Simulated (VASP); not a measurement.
Consider the following.

```
CdTe
1.0
    0.00000     3.32525     3.32525
    3.32525     0.00000     3.32525
    3.32525     3.32525     0.00000
Cd Te
1 1
Direct
  0.00000   0.00000   0.00000
  0.25000   0.25000   0.25000
```

The numbers are results of PBE GGA with D4 dispersion, VASP's PBE PAW potentials (set 64) (plane waves; VASP 6.6.1), not measurements. Settings: 520 eV cut-off, 7×7×7 Γ-centred mesh, Gaussian smearing of 0.050 eV, potentials Cd Te.

### Question
Give the stress tensor in GPa (positive for a compressed cell).

### Answer

```
-2.04   0.00   0.00
 0.00  -2.04   0.00
 0.00   0.00  -2.04
```
The pressure is its mean diagonal, -2.04 GPa.

The compound is CdTe in the zinc blende structure. This cell is one point of a volume scan, at 1.06 of the reference volume.
